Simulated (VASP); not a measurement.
HfIn4SiO6: relaxation of cell and atoms with revPBE

HfIn4SiO6:

```xyz
12
Lattice="2.7159 -4.7036 0.0083 2.7159 4.7036 0.0083 -1.8792 0.0000 7.4013" Properties=species:S:1:pos:R:3 pbc="T T T"
Hf    2.7159   -2.7125    0.0083
In    1.7763   -1.1453    3.7090
In    2.7159    0.4231    0.0083
In    1.7763    2.0313    3.7090
In    1.7763   -4.3098    3.7090
Si    2.7159    3.5589    0.0083
O    -1.1497    0.2444    6.4159
O     4.7022    0.2444    1.0021
O     1.9910   -1.2091    6.4253
O     1.5616   -1.2091    0.9927
O     1.8741    2.2355    0.9933
O     1.6785    2.2355    6.4246
```

The cell was built by a generator and needn't be a form met in nature.

- Program: VASP 6.6.1
- Task: relaxation of cell and atoms
- Functional: revPBE
- Potentials or basis: VASP PAW PBE potentials, release 64 (Hf_pv, In_d, Si, O)
- Cutoff: 600 eV
- k mesh: 6 × 6 × 4
- Occupations: fermi-dirac, width 0.05 eV
- Spin: no spin polarisation
- Further INCAR settings: ALGO = Fast; EDIFF = 1e-07; IBRION = 2; EDIFFG = -0.01; NSW = 40; ISIF = 3

| Item | Value |
| --- | --- |
| Relaxed volume | 16.13 Å³/atom |
| Relaxed cell | a = 5.452 Å, b = 5.452 Å, c = 7.743 Å, α = 96.92°, β = 96.92°, γ = 119.96° |
| Space group after relaxing (to 0.05 Å) | C2 (No. 5) |
| Energy gained by relaxing | 1.9 meV/atom |
| Ionic steps | 11 |
| Pressure after relaxing | 0.0 GPa |
| Largest force after relaxing | 0.008 eV/Å |
| Band gap on the k mesh | none (metal or under the smearing width) |

Forces on the atoms (eV/Å):
```
Hf   0.000  0.000  0.000
In   0.000  0.000  0.000
In   0.000 -0.001  0.000
In   0.000 -0.002  0.000
In   0.000  0.002  0.000
Si   0.000 -0.001  0.000
O    0.008  0.002  0.003
O   -0.008  0.002 -0.003
O   -0.006  0.005  0.004
O    0.006  0.005 -0.004
O    0.001 -0.006 -0.004
O   -0.001 -0.006  0.004
```

Step by step:
```
step  energy change (eV)  largest force (eV/Å)  pressure (GPa)  volume (Å³)
   1              0.0000                0.1319            1.67       189.24
   2             -0.0088                0.2230           -1.10       193.77
   3             -0.0153                0.1379           -0.03       191.95
   4             -0.0198                0.0538            0.03       192.42
   5             -0.0207                0.0584            0.08       192.73
   6             -0.0221                0.0304            0.03       193.10
   7             -0.0225                0.0242            0.02       193.34
   8             -0.0221                0.0562           -0.04       193.84
   9             -0.0226                0.0282           -0.01       193.46
  10             -0.0226                0.0274            0.00       193.44
  11             -0.0227                0.0085            0.02       193.51
```

Final structure:
```xyz
12
Lattice="2.7275 -4.7206 0.0084 2.7275 4.7206 0.0084 -1.8872 0.0000 7.5091" Properties=species:S:1:pos:R:3 pbc="T T T"
Hf    2.7275   -2.7216    0.0084
In    1.7839   -1.1491    3.7630
In    2.7275    0.4251    0.0084
In    1.7839    2.0366    3.7630
In    1.7839   -4.3239    3.7630
Si    2.7275    3.5721    0.0084
O    -1.1590    0.2520    6.5197
O     4.7267    0.2520    1.0063
O     1.9959   -1.2212    6.5288
O     1.5719   -1.2212    0.9972
O     1.8743    2.2439    0.9978
O     1.6934    2.2439    6.5282
```

Levels at points of the mesh, in eV from the Fermi level:
```csv
k point,band 47,band 48,band 49,band 50,band 51,band 52,band 53,band 54,band 55,band 56
"(0.00, 0.00, 0.00)",-3.61,-3.51,-0.93,-0.74,-0.30,-0.20,-0.04,-0.01,0.51,0.83
"(0.50, 0.00, 0.00)",-3.64,-3.54,-3.32,-2.24,-2.02,1.18,1.56,1.96,2.04,2.27
"(0.50, 0.50, 0.00)",-3.73,-3.58,-3.43,-2.18,-1.84,1.27,1.62,1.77,2.06,2.31
"(0.00, 0.00, 0.50)",-3.51,-3.37,-1.04,-0.92,-0.74,-0.17,-0.14,-0.05,-0.01,1.66
"(0.50, 0.00, 0.50)",-3.56,-3.39,-3.14,-2.16,-1.83,0.99,1.44,1.99,2.10,2.23
"(0.50, 0.50, 0.50)",-3.55,-3.31,-3.07,-2.24,-2.00,0.91,1.46,2.03,2.21,2.24
```

Run time: 49 min on 4 MPI ranks on AMD EPYC 7R13 Processor (Zen 3), on a shared host, peak memory 0.78 GiB a rank.

Caveat: the PAW data sets were made with another functional, which shifts forces and pressure a little. The run has no spin-orbit coupling, so splittings on Hf are missing.
